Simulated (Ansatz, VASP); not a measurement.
# HfO2 (amorphous HfO2 at 8.62 g/cm^3) in two plane-wave programs, part 2 of 3

Aim: how closely do two programs agree when they are given the same cell, functional and k mesh? Of the first pair: The structure shown is the start of the Ansatz relaxation below; VASP solves that cell, so the two are compared at the walk's first step.

VASP 6.6.1 and Ansatz 0.2.0.

So far: The starting structure; Ansatz: relaxation, PBE.

## (3) VASP: single point, PBE, start cell, pair 1

Level of this step: PBE; plane waves and PAW (Hf_pv, O) (VASP).

The same cell, functional, mesh and smearing now go to VASP, with its own data sets.

Lines of VASP's logs that name or quote its potential files are left out, and so is its time.

The input, INCAR:

```
SYSTEM = HfO2
PREC = Accurate
ENCUT = 520
EDIFF = 1E-06
NELM = 120
ISMEAR = -1
SIGMA = 0.025
LREAL = Auto
ALGO = Normal
GGA = PE
NBANDS = 368
LASPH = .TRUE.
LORBIT = 11
LWAVE = .FALSE.
LCHARG = .FALSE.
ISIF = 2
GGA_COMPAT = .FALSE.
EFERMI = MIDGAP
NCORE = 2
```

The input, POSCAR:

```
HfO2
1.0
   10.4337000000      0.0000000000      0.0000000000
    0.0000000000     10.4337000000      0.0000000000
    0.0000000000      0.0000000000     10.4337000000
Hf O
28 56
Direct
    0.0797320222      0.2286724748      0.0963704151
    0.8582094559      0.5760085109      0.2700767705
    0.0020606305      0.4715297545      0.6195309430
    0.4636801902      0.1958173994      0.5282018843
    0.7705607790      0.1998811543      0.3181613426
    0.6822507835      0.4512972388      0.5171511544
    0.1905076818      0.1499755600      0.7603534700
    0.9014251895      0.6285593797      0.8884192568
    0.9509378265      0.9870036516      0.9894380709
    0.6350575539      0.8806847044      0.2038107287
    0.5099245713      0.6732319311      0.9404621563
    0.4787946749      0.5562552115      0.2362153407
    0.2110468961      0.4559743907      0.2943442882
    0.2073665143      0.4932190881      0.8840200504
    0.3255125219      0.9249259611      0.3965707275
    0.7284184901      0.8925788551      0.8528326481
    0.1531575568      0.7283322311      0.1263597765
    0.1059355741      0.2074719419      0.4721623202
    0.4377641680      0.1931337876      0.1668343924
    0.3230781027      0.9445354956      0.0313215829
    0.7228979173      0.3815904233      0.0684608528
    0.6921993157      0.8053135513      0.4930465702
    0.3913568533      0.5869154758      0.6156972119
    0.4674659996      0.9497206168      0.7342265927
    0.9526725898      0.9636370607      0.3373491666
    0.4931519979      0.3324994968      0.8157604685
    0.0562312507      0.8151374872      0.6206331407
    0.8766688711      0.2668085147      0.8116008703
    0.7462836769      0.0014664021      0.3218992304
    0.2826801614      0.3174521023      0.8169489251
    0.4231288996      0.7571043829      0.7095373645
    0.0869681896      0.6345975062      0.9616914422
    0.9230186799      0.1481545377      0.4280839970
    0.0360083192      0.2575213012      0.6666283294
    0.1191331934      0.4125669705      0.4724115127
    0.3181134209      0.0197820524      0.8430566338
    0.5268409097      0.8498519221      0.3800377623
    0.4989313475      0.3980658827      0.6163393619
    0.2156761264      0.7876975570      0.5075572424
    0.6483606007      0.5062921111      0.3243719869
    0.5192309535      0.1549210731      0.7170131401
    0.6103204041      0.6324410324      0.5606735866
    0.8193833444      0.0732626010      0.8489222423
    0.1256601206      0.9034378983      0.0169163384
    0.9599279259      0.6560472316      0.6894869509
    0.4079281559      0.1215580283      0.3511410142
    0.6416228184      0.2596202689      0.4569615764
    0.4765136050      0.2415729799      0.9835628780
    0.0567488044      0.5757497340      0.2505534949
    0.1299155621      0.2710543719      0.2830635345
    0.2720032203      0.2078457307      0.5796505554
    0.6921226411      0.3515339716      0.8698639984
    0.3717377345      0.5520381073      0.4188638738
    0.5584212695      0.4979824990      0.0548606918
    0.2776100520      0.8620911086      0.2165003786
    0.7520630265      0.7442901368      0.3099763267
    0.2002836961      0.5477059912      0.6884518435
    0.3922002741      0.3700413085      0.2480903227
    0.3274198031      0.7484976566      0.9774001553
    0.4197839693      0.5266779762      0.8300986227
    0.8412835332      0.3712776867      0.2485120331
    0.5438243384      0.7215369428      0.1354361348
    0.7668803972      0.9139998275      0.0516211890
    0.9930034408      0.8155879506      0.2162128487
    0.7038921955      0.6875988384      0.8664040561
    0.9161658855      0.8321017472      0.8629441138
    0.8975339525      0.8572989448      0.5030046867
    0.9850772018      0.4475785196      0.8255748201
    0.1375638556      0.0166383929      0.4036056241
    0.6384504059      0.2357457086      0.1794090304
    0.5394059634      0.8791224590      0.9045209274
    0.8667107546      0.5351121846      0.4682998361
    0.6580311874      0.9017318880      0.6661299443
    0.9579439700      0.0817255624      0.1689812818
    0.4907271629      0.9999041567      0.1335288536
    0.8287184795      0.5584596069      0.0668506858
    0.0582439595      0.1458734677      0.9113737217
    0.2948618419      0.5960205871      0.1786231155
    0.1708023041      0.3958902403      0.0530013322
    0.8904319656      0.2830635345      0.0152007437
    0.8159425707      0.3772583072      0.6469133673
    0.0996578395      0.9935593318      0.6794329912
    0.4099312804      0.9985719352      0.5581624927
    0.2574733795      0.1257847168      0.1000795499
```

The input, KPOINTS:

```
Automatic mesh
0
Gamma
1 1 1
0 0 0
```

Potentials, in the order of the species: Hf_pv and O (PBE family, release 64).

Run with:

```bash
mpirun -np 8 vasp_gam
```

Numbers of over 12 decimals in the logs are rounded to 6 here.

Log:

```text
[banner, memory and clock lines left out]
running    8 mpi-ranks, on    1 nodes
[...]
LDA part: xc-table for (Slater+PW92), standard interpolation
 POSCAR, INCAR and KPOINTS ok, starting setup
[...]
entering main loop
       N       E                     dE             d eps       ncg     rms          rms(c)
DAV:   1     0.573872930198E+04    0.57387E+04   -0.39693E+05   736   0.175E+03
DAV:   2    -0.497514604289E+03   -0.62362E+04   -0.60330E+04   904   0.474E+02
DAV:   3    -0.987710005015E+03   -0.49020E+03   -0.48738E+03   856   0.117E+02
DAV:   4    -0.999119518185E+03   -0.11410E+02   -0.11365E+02   864   0.193E+01
[...]
DAV:  17    -0.836392630964E+03   -0.47215E-05   -0.16292E-05   824   0.799E-03    0.128E-02
DAV:  18    -0.836392633051E+03   -0.20869E-05   -0.23142E-06   608   0.376E-03    0.648E-03
DAV:  19    -0.836392633763E+03   -0.71199E-06   -0.20663E-06   608   0.294E-03
   1 F= -.83639263E+03 E0= -.83639263E+03  d E =0.000000E+00
```

OUTCAR, selected parts (step 3):

```text
  FREE ENERGIE OF THE ION-ELECTRON SYSTEM (eV)
  ---------------------------------------------------
  free  energy   TOTEN  =      -836.3926337626 eV

  energy  without entropy=     -836.3926337626  energy(sigma->0) =     -836.39263376

[... 1 further part left out ...]
```

The run ends at a pressure of -8.92 GPa, with forces up to 3.0 eV/Å.

## (4) Differences

Known differences besides the potentials themselves: the data sets hold 1064 valence electrons in Ansatz (on its default PAW (the set named soft_2) files) and 616 in VASP; the cutoff is 420 eV in Ansatz and 520 eV in VASP (PREC = Accurate, projectors in real space). Total energies have different zeros and are not compared.

Forces on 10 of the 84 atoms, those with the largest forces and the largest differences (eV/Å; atoms numbered as in POSCAR):

| atom | Ansatz x, y, z | VASP x, y, z |
| --- | --- | --- |
| Hf1 | 1.218, 1.561, 0.456 | 1.249, 1.540, 0.460 |
| Hf5 | -0.777, 1.248, 0.294 | -0.776, 1.246, 0.270 |
| Hf22 | -1.243, -1.317, -0.253 | -1.260, -1.325, -0.315 |
| Hf24 | -1.146, -0.642, -0.778 | -1.148, -0.658, -0.793 |
| Hf25 | 1.140, -1.423, -0.772 | 1.123, -1.353, -0.772 |
| Hf26 | 0.145, -1.634, 2.425 | 0.098, -1.671, 2.444 |
| Hf27 | 0.884, 1.688, -1.197 | 0.853, 1.717, -1.229 |
| O33 | 0.266, 0.296, 0.223 | 0.292, 0.271, 0.109 |
| O66 | 0.451, -0.683, 0.076 | 0.335, -0.655, 0.143 |
| O71 | 0.182, 0.245, 0.507 | 0.227, 0.220, 0.360 |

The forces differ by 40 meV/Å r.m.s., which is 8.0 % of the r.m.s. force of 0.498 eV/Å (both taken over all components).

## (5) Ansatz: relaxation, PBE

This run makes the geometry at which the two programs are then compared.

The structure compared here is the end of the Ansatz relaxation.

The input, input.yaml:

```yaml
crystal:
  lattice:
    - [10.4337, 0.0, 0.0]
    - [0.0, 10.4337, 0.0]
    - [0.0, 0.0, 10.4337]
  atoms:
    - { symbol: Hf, position: [0.07973, 0.22867, 0.09637] }
    - { symbol: Hf, position: [0.85821, 0.57601, 0.27008] }
    - { symbol: Hf, position: [0.00206, 0.47153, 0.61953] }
    - { symbol: Hf, position: [0.46368, 0.19582, 0.5282] }
    - { symbol: Hf, position: [0.77056, 0.19988, 0.31816] }
    - { symbol: Hf, position: [0.68225, 0.4513, 0.51715] }
    - { symbol: Hf, position: [0.19051, 0.14998, 0.76035] }
    - { symbol: Hf, position: [0.90143, 0.62856, 0.88842] }
    - { symbol: Hf, position: [0.95094, 0.987, 0.98944] }
    - { symbol: Hf, position: [0.63506, 0.88068, 0.20381] }
    - { symbol: Hf, position: [0.50992, 0.67323, 0.94046] }
    - { symbol: Hf, position: [0.47879, 0.55626, 0.23622] }
    - { symbol: Hf, position: [0.21105, 0.45597, 0.29434] }
    - { symbol: Hf, position: [0.20737, 0.49322, 0.88402] }
    - { symbol: Hf, position: [0.32551, 0.92493, 0.39657] }
    - { symbol: Hf, position: [0.72842, 0.89258, 0.85283] }
    - { symbol: Hf, position: [0.15316, 0.72833, 0.12636] }
    - { symbol: Hf, position: [0.10594, 0.20747, 0.47216] }
    - { symbol: Hf, position: [0.43776, 0.19313, 0.16683] }
    - { symbol: Hf, position: [0.32308, 0.94454, 0.03132] }
    - { symbol: Hf, position: [0.7229, 0.38159, 0.06846] }
    - { symbol: Hf, position: [0.6922, 0.80531, 0.49305] }
    - { symbol: Hf, position: [0.39136, 0.58692, 0.6157] }
    - { symbol: Hf, position: [0.46747, 0.94972, 0.73423] }
    - { symbol: Hf, position: [0.95267, 0.96364, 0.33735] }
    - { symbol: Hf, position: [0.49315, 0.3325, 0.81576] }
    - { symbol: Hf, position: [0.05623, 0.81514, 0.62063] }
    - { symbol: Hf, position: [0.87667, 0.26681, 0.8116] }
    - { symbol: O, position: [0.74628, 0.00147, 0.3219] }
    - { symbol: O, position: [0.28268, 0.31745, 0.81695] }
    - { symbol: O, position: [0.42313, 0.7571, 0.70954] }
    - { symbol: O, position: [0.08697, 0.6346, 0.96169] }
    - { symbol: O, position: [0.92302, 0.14815, 0.42808] }
    - { symbol: O, position: [0.03601, 0.25752, 0.66663] }
    - { symbol: O, position: [0.11913, 0.41257, 0.47241] }
    - { symbol: O, position: [0.31811, 0.01978, 0.84306] }
    - { symbol: O, position: [0.52684, 0.84985, 0.38004] }
    - { symbol: O, position: [0.49893, 0.39807, 0.61634] }
    - { symbol: O, position: [0.21568, 0.7877, 0.50756] }
    - { symbol: O, position: [0.64836, 0.50629, 0.32437] }
    - { symbol: O, position: [0.51923, 0.15492, 0.71701] }
    - { symbol: O, position: [0.61032, 0.63244, 0.56067] }
    - { symbol: O, position: [0.81938, 0.07326, 0.84892] }
    - { symbol: O, position: [0.12566, 0.90344, 0.01692] }
    - { symbol: O, position: [0.95993, 0.65605, 0.68949] }
    - { symbol: O, position: [0.40793, 0.12156, 0.35114] }
    - { symbol: O, position: [0.64162, 0.25962, 0.45696] }
    - { symbol: O, position: [0.47651, 0.24157, 0.98356] }
    - { symbol: O, position: [0.05675, 0.57575, 0.25055] }
    - { symbol: O, position: [0.12992, 0.27105, 0.28306] }
    - { symbol: O, position: [0.272, 0.20785, 0.57965] }
    - { symbol: O, position: [0.69212, 0.35153, 0.86986] }
    - { symbol: O, position: [0.37174, 0.55204, 0.41886] }
    - { symbol: O, position: [0.55842, 0.49798, 0.05486] }
    - { symbol: O, position: [0.27761, 0.86209, 0.2165] }
    - { symbol: O, position: [0.75206, 0.74429, 0.30998] }
    - { symbol: O, position: [0.20028, 0.54771, 0.68845] }
    - { symbol: O, position: [0.3922, 0.37004, 0.24809] }
    - { symbol: O, position: [0.32742, 0.7485, 0.9774] }
    - { symbol: O, position: [0.41978, 0.52668, 0.8301] }
    - { symbol: O, position: [0.84128, 0.37128, 0.24851] }
    - { symbol: O, position: [0.54382, 0.72154, 0.13544] }
    - { symbol: O, position: [0.76688, 0.914, 0.05162] }
    - { symbol: O, position: [0.993, 0.81559, 0.21621] }
    - { symbol: O, position: [0.70389, 0.6876, 0.8664] }
    - { symbol: O, position: [0.91617, 0.8321, 0.86294] }
    - { symbol: O, position: [0.89753, 0.8573, 0.503] }
    - { symbol: O, position: [0.98508, 0.44758, 0.82557] }
    - { symbol: O, position: [0.13756, 0.01664, 0.40361] }
    - { symbol: O, position: [0.63845, 0.23575, 0.17941] }
    - { symbol: O, position: [0.53941, 0.87912, 0.90452] }
    - { symbol: O, position: [0.86671, 0.53511, 0.4683] }
    - { symbol: O, position: [0.65803, 0.90173, 0.66613] }
    - { symbol: O, position: [0.95794, 0.08173, 0.16898] }
    - { symbol: O, position: [0.49073, 0.9999, 0.13353] }
    - { symbol: O, position: [0.82872, 0.55846, 0.06685] }
    - { symbol: O, position: [0.05824, 0.14587, 0.91137] }
    - { symbol: O, position: [0.29486, 0.59602, 0.17862] }
    - { symbol: O, position: [0.1708, 0.39589, 0.053] }
    - { symbol: O, position: [0.89043, 0.28306, 0.0152] }
    - { symbol: O, position: [0.81594, 0.37726, 0.64691] }
    - { symbol: O, position: [0.09966, 0.99356, 0.67943] }
    - { symbol: O, position: [0.40993, 0.99857, 0.55816] }
    - { symbol: O, position: [0.25747, 0.12578, 0.10008] }
kpoints:
  mp_grid: { grid: [1, 1, 1] }
hamiltonian:
  xc: pbe
scf:
  occupations: { method: fermi_dirac, width: 0.025 }
output:
  forces: true
relax:
  f_tol: 0.04
  max_steps: 250
```

Run with:

```bash
ansatz run input.yaml --threads 4 --pin off --max-ram 8192MiB --backend cpu --events-out ev --progress --plain --runs-dir out
```

Log:

```text
[...]
Crystal: 84 atoms, lattice volume = 1135.834 Å³
Basis set: ecut = 420 eV, 22119 PW (Γ), exchange–correlation on 144×144×144 points (8 copies of the dense FFT grid, shifted against one another)
Bands: 639, of which v1, the nominal top of the filled ones, is band 532 counted from 1 (531 counted from 0)
Symmetry: 1 space group operations
[...]
k-points: 1
[...]
- { symbol: O, position: [0.274807, 0.306697, 0.823116] }
    - { symbol: O, position: [0.408440, 0.748137, 0.693694] }
    - { symbol: O, position: [0.092244, 0.638649, 0.965079] }
    - { symbol: O, position: [0.918113, 0.156868, 0.424617] }
    - { symbol: O, position: [0.027657, 0.252284, 0.668889] }
    - { symbol: O, position: [0.099795, 0.419068, 0.472190] }
    - { symbol: O, position: [0.321298, 0.012238, 0.832105] }
[...]
- { symbol: O, position: [0.812826, 0.383909, 0.657247] }
    - { symbol: O, position: [0.095602, 0.984268, 0.682998] }
    - { symbol: O, position: [0.409176, 0.995481, 0.550656] }
    - { symbol: O, position: [0.264253, 0.126719, 0.096611] }
```

(Part 2 of 3 ends here.)

[Lines on the potential files, build, host, timing and source positions are cut from VASP's logs without a mark.]

[Logs are printed without paths, hosts, clocks, repeated set-up lines and the standing remarks that a program may print on its own settings, such as how far it seeks lower states.]

[Hosts, paths, dates, database ids (printed as entryN), source tags and the programs' standing remarks are cut or masked in the printed files.]
